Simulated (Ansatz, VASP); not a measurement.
# Cross-check of Y between VASP and Ansatz, part 2 of 2

One calculation is typed for both programs; each brings its own data sets. How far apart do they land? The cell is taken from a series of runs on this material, whose earlier steps may have relaxed, scaled, displaced or heated it; both programs get it as it stands.

VASP 6.6.1 and Ansatz 0.2.0.

So far: The starting structure; VASP: zone-centre phonons, PBEsol.

## 3. Ansatz: zone-centre phonons, PBEsol

Level of this step: Ansatz beside VASP: Kohn-Sham DFT, plane waves, PBEsol (Ansatz).

Ansatz runs on its PAW soft_1 files.

The same cell, functional, mesh and smearing now go to Ansatz, which takes its cutoff from its data sets.

input.yaml reads:

```yaml
crystal:
  lattice:
    - [3.6700726504, 0.0, 0.0]
    - [-1.8350363252, 3.178376149, 0.0]
    - [0.0, 0.0, 5.6883550559]
  atoms:
    - { symbol: "Y", position: [0.3333333333, 0.6666666667, 0.25] }
    - { symbol: "Y", position: [0.6666666667, 0.3333333333, 0.75] }
kpoints:
  mp_grid: { grid: [15, 15, 8] }
hamiltonian:
  xc: pbesol
  pseudopotentials: { kind: paw, azcp: { folder: soft_1 }, xc_functional: pbe }
scf:
  occupations: { method: methfessel_paxton, width: 0.2 }
output:
  eigenvalues: true
phonons:
  method: dfpt
```

Run with:

```sh
$ ansatz run input.yaml --threads 4 --pin off --max-ram 10240MiB --backend cpu --events-out ev --progress --plain --runs-dir out
```

Numbers of over 12 decimals in the logs are rounded to 6 here.

The program printed:

```text
zone centre: on kpoints.mp_grid the ground state, and the responses unless they are solved on pairs of k-points, stand on 320 of the mesh's 1800 k-points, reduced under 4 symmetry operations, with k and −k counted as one. Each operation leaves every solved displacement unchanged or reverses it
Engine: ansatz 0.2.0, x86_64-unknown-linux-gnu
Pseudopotentials: kind: paw
Pseudopotential: Y, paw, valence charge 11, recommended cutoff 420 eV (normal), soft_1/Y.paw.azcp
Functional definition: PBEsol
  exchange = pbesol_x
  correlation = pbesol_c
Crystal: 2 atoms, lattice volume = 66.354 Å³
Basis set: ecut = 420 eV, 1267 PW (Γ), exchange–correlation on 50×50×80 points (8 copies of the dense FFT grid, shifted against one another)
Bands: 15, of which v1, the nominal top of the filled ones, is band 11 counted from 1 (10 counted from 0)
Symmetry: 24 space group operations
k-points: 320 of 1800 (irreducible under 4 space group operations, time reversal used)
Non-local potential: Y, projectors of the file, l = 0: 3, l = 1: 2, l = 2: 2, l = 3: 1
PAW form: soft (Blöchl's): semilocal exchange-correlation on the pseudo side does not see the compensation charge
PAW frozen core: Y, regenerated for the run's functional, and the local potential with it (the file was generated under x = pbe(κ = 0.804, μ = 0.219515), c = pbe(β = 0.066725))
PAW one-centre angular grid: Y, 590 points (default); XC on 64 Gauss nodes
Initial density: superposition of atomic densities (chi_scale 0.1, normalization cell)
Initial wavefunctions: pseudopotential atomic-orbital guess
Functional: x = pbesol(κ = 0.804, μ = 0.123457), c = pbesol(β = 0.046)
SCF iter   1: F=—  HF=-7590.228000 eV  |F-HF|=—  |Δ(HF+E_count)|=         —  Δρ=1.38e-2  dr2=2.05e-1  ethr=3.10e-3  ⟨swp⟩=4.3  Hψ=20174  notcnv=0
preconditioner: auto → Kerker (q_TF=auto, 2.270 Å⁻¹)  [metal: Δε(μ)=0.008 eV  Ē_g=2.587 eV  σ=0.200 eV  W_gap=0.03  n_scr=22 (ndim 8)  ℏωp=11.2 eV  f_vac=0.000  D(μ)=3.99/eV (n_scr^D=34)]
SCF iter   2: F=—  HF=-7590.185646 eV  |F-HF|=—  |Δ(HF+E_count)|=   4.24e-2  S|Δr|=    0.00e0  Δρ=8.76e-3  dr2=8.28e-2  ethr=9.32e-4  ⟨swp⟩=1.0  Hψ=7360  notcnv=0
SCF iter   3: F=—  HF=-7590.159183 eV  |F-HF|=—  |Δ(HF+E_count)|=   2.65e-2  S|Δr|=    0.00e0  Δρ=1.34e-3  dr2=1.20e-3  ethr=3.76e-4  ⟨swp⟩=2.9  Hψ=8470  notcnv=0
SCF iter   4: F=—  HF=-7590.159143 eV  |F-HF|=—  |Δ(HF+E_count)|=   4.03e-5  S|Δr|=    0.00e0  Δρ=2.05e-4  dr2=2.49e-5  ethr=5.46e-6  ⟨swp⟩=1.9  Hψ=5804  notcnv=0
SCF iter   5: F=—  HF=-7590.159140 eV  |F-HF|=—  |Δ(HF+E_count)|=   3.01e-6  S|Δr|=    0.00e0  Δρ=4.74e-5  dr2=1.01e-6  ethr=1.13e-7  ⟨swp⟩=2.1  Hψ=8348  notcnv=0
SCF iter   6: F=—  HF=-7590.159140 eV  |F-HF|=—  |Δ(HF+E_count)|=   1.07e-7  S|Δr|=    0.00e0  Δρ=8.14e-6  dr2=3.44e-8  ethr=4.59e-9  ⟨swp⟩=1.1  Hψ=4825  notcnv=0
SCF iter   7: F=—  HF=-7590.159140 eV  |F-HF|=—  |Δ(HF+E_count)|=   7.13e-9  S|Δr|=    0.00e0  Δρ=1.49e-6  dr2=1.16e-9  ethr=1.56e-10  ⟨swp⟩=1.9  Hψ=7081  notcnv=0
SCF iter   8: F=—  HF=-7590.159140 eV  |F-HF|=—  |Δ(HF+E_count)|=  1.64e-10  S|Δr|=    0.00e0  Δρ=1.51e-7  dr2=1.01e-11  ethr=5.29e-12  ⟨swp⟩=2.0  Hψ=6803  notcnv=0
SCF iter   9: F=-7590.159140 eV  HF=-7590.159140 eV  |F-HF|=2.73e-12  |Δ(HF+E_count)|=  1.00e-11  S|Δr|=    0.00e0  Δρ=2.30e-8  dr2=2.81e-13  ethr=1.00e-12  ⟨swp⟩=4.9  Hψ=18018  notcnv=0
SCF 1 converged in 9 iterations: F = -7590.159140 eV  dr2 = 2.81e-13
  greatest PAW one-centre occupation: 0.993 electrons in one spin orbital (limit 2), on the Y atom at site 1 (counted from 0), in its partial waves of l = 0
DFPT response loops at Γ: preconditioner auto → Kerker (q_TF=auto, 2.270 Å⁻¹) (partly filled bands, converged f_vac=0.000); β = 1.00, the filter's whole step (`scf.mixing.beta` (0.50) is not read by the response loops under this deck's `scf.mixing.preconditioner`; to damp them name `kerker` or `kerker_dos`, under which they read `scf.mixing.beta`, and type it under 1.00, their step now; both keys bind the ground state too); Broyden in place of MSR1
SCF converged after 9 iterations
Stability not checked: this state was not tested for a lower state beside it, because cold or Methfessel-Paxton smearing, or corrected tetrahedra, fill the levels in a way that the test cannot read (fill_not_monotonic; see scf.lower_state_search)
Free energy (F): -7590.159140 eV
Harris-Foulkes:  -7590.159140 eV  (|F-HF|=2.73e-12)
Internal energy: -7590.156191 eV  (E = F + TS)
E sigma→0 (E₀):  -7590.158403 eV
Entropy (-TS):   -0.002949 eV (-1.475 meV/atom)
Fermi energy:    9.142065 eV
Step filling:    the computed levels leave a gap of 0.0000 eV = 0.0 smearing widths at the electron count; against every level under it full and every level over it empty, smearing changes F+E_penalty+E_count by +0.930 meV and its σ→0 estimate by +1.668 meV
--- Per-component energies (eV) ---
  E_band       = -247.139557
  E_kinetic    = 629.322528
  E_local      = -1214.922052  (includes V_loc(G=0)·N_el)
  E_nonlocal   = 56.950222
  E_hartree    = 384.124649
  E_xc         = -352.880715
  E_vxc        = -407.703707  (∫ρ·V_xc dr)
  E_paw        = -5527.567340  (= ΣΔE_a)
  E_vpaw       = -79.035888  (= ΣTr[D̂ρ^β])
  E_aug_tail   = 0.000046  (compensation charges beyond the density's cutoff)
  E_ewald      = -1565.481075
  E_core_change = 0.297547  (= ΣΔE_core)
  E_smearing   = -0.002949  (= −TS)
  E_closure    = -0.000000  (closes the sum)
  Σ components = -7590.159140   (vs F -7590.159140, Δ=0.00e0)
--- Band table (eV; the first three rows and the last of 320) ---
  k-point 0: bands = [... 7 lower, -13.1528, 4.4996, 7.3210, 10.0904, 10.8583, 10.8583, 11.2576, 11.4775]
  k-point 1: bands = [... 7 lower, -13.1770, 4.6028, 7.2491, 9.9920, 10.7908, 10.7908, 11.1557, 11.3833]
  k-point 2: bands = [... 7 lower, -13.2092, 4.9025, 6.9932, 9.8507, 10.6966, 10.6966, 10.8779, 11.1660]
  k-point 319: bands = [... 7 lower, -13.2652, 7.7899, 7.7899, 9.2850, 9.2850, 9.8921, 9.8921, 11.6370]
--- Phonons (Γ-DFPT): 2 representative perturbations + reference, on 320 of 1800 k-points (Σ response iterations 6) ---
  k mesh reduced under 4 symmetry operations, with k and −k counted as one. Each operation leaves every solved displacement unchanged or reverses it
  ASR residual: 1.471e-5 → 0.000e0 eV/Å²; symmetrization residual: 3.746e-13 eV/Å²
  ASR residual per site (eV/Å²): 1.47e-5 1.47e-5
  Γ frequencies (cm⁻¹): 0.00 0.00 0.00 87.41 87.41 143.05
  non-analytic LO–TO correction: not included (Born effective charges unavailable; polar crystals: no LO–TO splitting at Γ)
```

In the SCF lines HF is the Harris–Foulkes energy and dr2 the Hartree energy of the density residual, in eV; the loop may stop once dr2 is under the threshold and the program's other checks hold. Hψ counts applications of the Hamiltonian.

## 4. Side by side

Known differences besides the potentials themselves: the cutoff is 420 eV in Ansatz and 500 eV in VASP; Ansatz makes its cores anew for this functional, VASP keeps those of its PBE data sets. Total energies have different zeros and are not compared.

The two programs side by side:

```
                  quantity  Ansatz   VASP  difference
optical mode 1 to 2 (cm⁻¹)    87.4   87.7     -0.34 %
     optical mode 3 (cm⁻¹)   143.1  142.8     +0.14 %
```

Modes are paired by rising frequency, not by their patterns, so a pair may set unlike modes beside each other; they are those without the splitting of longitudinal modes.

## 5. What came out

```json
{"r.m.s. difference of the optical zone-centre modes, each program's sorted by frequency (zone-centre phonons, PBEsol)": "0.27 cm⁻¹"}
```

The r.m.s. difference of the optical zone-centre modes, each program's sorted by frequency is 0.27 cm⁻¹ (zone-centre phonons, PBEsol). Such differences can come from data sets, numerical settings and the points named under the comparisons, not from the functional's error against experiment.

[Lines on the potential files, build, host, timing and source positions are cut from VASP's logs without a mark.]

[Logs are printed without paths, hosts, clocks, repeated set-up lines and the standing remarks that a program may print on its own settings, such as how far it seeks lower states.]

[Hosts, paths, dates, database ids (printed as entryN), source tags and the programs' standing remarks are cut or masked in the printed files.]
